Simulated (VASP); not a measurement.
Data:

```xyz
4
Lattice="3.6639 0.0000 0.0000 -1.8320 3.1731 0.0000 0.0000 0.0000 6.8716" Properties=species:S:1:pos:R:3 pbc="T T T"
Zr     1.8320     3.1731     6.8716
Zr     1.8320     3.1731     3.4358
Si     0.0000     2.1154     1.7179
Si     1.8320     1.0577     5.1537
```

Method: PBEsol GGA, VASP's PBE PAW potentials (set 64) (plane waves; VASP). Settings: 400 eV cut-off, Gaussian smearing of 0.050 eV, potentials Zr_sv Si.

Q: Give the energies of bands 9 to 19 at the high-symmetry points, in eV from the Fermi level.

A: 
| band | Γ | M | K | A | L | H |
|---|---|---|---|---|---|---|
| 9 | -9.33 | -7.32 | -6.59 | -8.46 | -6.83 | -6.57 |
| 10 | -6.94 | -6.26 | -6.59 | -8.46 | -6.83 | -6.57 |
| 11 | -4.77 | -4.47 | -3.44 | -2.65 | -3.75 | -3.12 |
| 12 | -1.36 | -2.90 | -3.15 | -2.65 | -3.75 | -3.12 |
| 13 | -1.26 | -1.92 | -3.15 | -0.58 | -1.64 | -2.19 |
| 14 | -1.26 | -1.58 | -1.90 | -0.58 | -1.64 | -2.19 |
| 15 | 0.52 | -1.30 | -1.90 | -0.58 | -0.72 | -1.92 |
| 16 | 0.52 | -0.96 | -0.41 | -0.58 | -0.72 | -1.92 |
| 17 | 0.79 | 0.44 | 1.29 | 1.51 | -0.02 | 0.60 |
| 18 | 0.79 | 1.16 | 1.29 | 1.51 | -0.02 | 0.60 |
| 19 | 1.51 | 2.10 | 2.40 | 1.51 | 3.39 | 2.81 |

It has no gap at this level: it comes out as a metal or semimetal.

The structure was generated: ZrSi was put into the NiAs type (P6_3/mmc), which need not be its known phase. It was relaxed first, which changed the volume by -28 %.
